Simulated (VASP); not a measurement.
Computed with PBEsol GGA, VASP's PBE PAW potentials (set 64) (plane waves; VASP).

A VASP calculation is set up with these files.

File POSCAR:
```
DyBi
1
    4.0791546571     0.0000000000     0.0000000000
   -0.0000000000     4.0791546571     0.0000000000
    0.0000000000     0.0000000000     9.0629695146
Dy Bi
2 2
Direct
  0.0000000000   0.5000000000   0.0000000000
  0.5000000000   0.0000000000   0.5000000000
  0.0000000000   0.0000000000   0.2500000000
  0.0000000000   0.0000000000   0.7500000000
```

### INCAR
```
SYSTEM=DyBi
PREC=Accurate; ENCUT=400; LREAL=.FALSE.
LASPH=.TRUE.
EDIFF=1E-6; NELM=100; ALGO=Normal
LMAXMIX=6
ISMEAR=0; SIGMA=0.05
GGA=PS
IBRION=2; NSW=60; ISIF=3
EDIFFG=-0.02
LWAVE=.FALSE.; LCHARG=.FALSE.
```

File KPOINTS:
```
Automatic mesh
0
Gamma
5 5 3
0 0 0
```

POTCAR, in this order: Dy_3 Bi_d (PBE.64 set). Program: vasp_std.

The resulting files:

OSZICAR:
```
       N       E                     dE             d eps       ncg     rms          rms(c)
DAV:   1     0.394846542237E+03    0.39485E+03   -0.21211E+04   672   0.146E+03
DAV:   2     0.231092534708E+02   -0.37174E+03   -0.36632E+03   672   0.460E+02
DAV:   3    -0.176660510811E+02   -0.40775E+02   -0.39055E+02   880   0.151E+02
DAV:   4    -0.193332042035E+02   -0.16672E+01   -0.16188E+01   860   0.329E+01
DAV:   5    -0.193916905333E+02   -0.58486E-01   -0.56546E-01   852   0.552E+00    0.270E+01
DAV:   6    -0.188079488724E+02    0.58374E+00   -0.94806E-01   956   0.662E+00    0.161E+01
DAV:   7    -0.187173243292E+02    0.90625E-01   -0.50862E-01   800   0.513E+00    0.106E+00
DAV:   8    -0.187136275597E+02    0.36968E-02   -0.61005E-02   800   0.201E+00    0.414E-01
DAV:   9    -0.187132378024E+02    0.38976E-03   -0.12968E-02  1004   0.678E-01    0.283E-01
DAV:  10    -0.187129203560E+02    0.31745E-03   -0.24931E-03   924   0.418E-01    0.618E-02
DAV:  11    -0.187129322279E+02   -0.11872E-04   -0.11626E-04   796   0.787E-02    0.204E-02
DAV:  12    -0.187129332462E+02   -0.10183E-05   -0.17567E-05   924   0.384E-02    0.159E-02
DAV:  13    -0.187129329431E+02    0.30311E-06   -0.26471E-06   620   0.122E-02
   1 F= -.18712933E+02 E0= -.18712442E+02  d E =-.187129E+02
```

**OUTCAR**
```
------------------------ aborting loop because EDIFF is reached ----------------------------------------
  FORCE on cell =-STRESS in cart. coord.  units (eV):
  Direction    XX          YY          ZZ          XY          YZ          ZX
  --------------------------------------------------------------------------------------
  Total       -0.0107946     -0.0107946     -0.0066499     -0.0000000      0.0000000      0.0000000
  in kB       -0.1146846     -0.1146846     -0.0706506     -0.0000000      0.0000000      0.0000000
  external PRESSURE =      -0.1000066 kB  Pullay stress =       0.0000000 kB
  volume of cell :      150.80
      direct lattice vectors                 reciprocal lattice vectors
     4.079154657  0.000000000  0.000000000     0.245148832  0.000000000  0.000000000
     0.000000000  4.079154657  0.000000000     0.000000000  0.245148832  0.000000000
     0.000000000  0.000000000  9.062969515     0.000000000  0.000000000  0.110339111
 POSITION                                       TOTAL-FORCE (eV/Angst)
 -----------------------------------------------------------------------------------
      0.00000      2.03958      0.00000         0.000000      0.000000     -0.000000
      2.03958      0.00000      4.53148         0.000000      0.000000     -0.000000
      0.00000      0.00000      2.26574        -0.000000      0.000000     -0.000000
      0.00000      0.00000      6.79723         0.000000      0.000000      0.000000
 -----------------------------------------------------------------------------------
    total drift:                                0.000000      0.000000      0.000000
  FREE ENERGIE OF THE ION-ELECTRON SYSTEM (eV)
  ---------------------------------------------------
  free  energy   TOTEN  =       -18.7129329431 eV

  energy  without entropy=      -18.7119517154  energy(sigma->0) =      -18.71244233

 reached required accuracy - stopping structural energy minimisation
```
(Selected blocks of OUTCAR.)

The 4f electrons are frozen in the core of the lanthanide potential, so 4f levels, which can set the real gap, and their magnetism are missing.

The structure was generated: DyBi was put into the PtS type (P4_2/mmc), which need not be its known phase. It was relaxed first, which changed the volume by -19 %. The start is the result of an earlier pass.
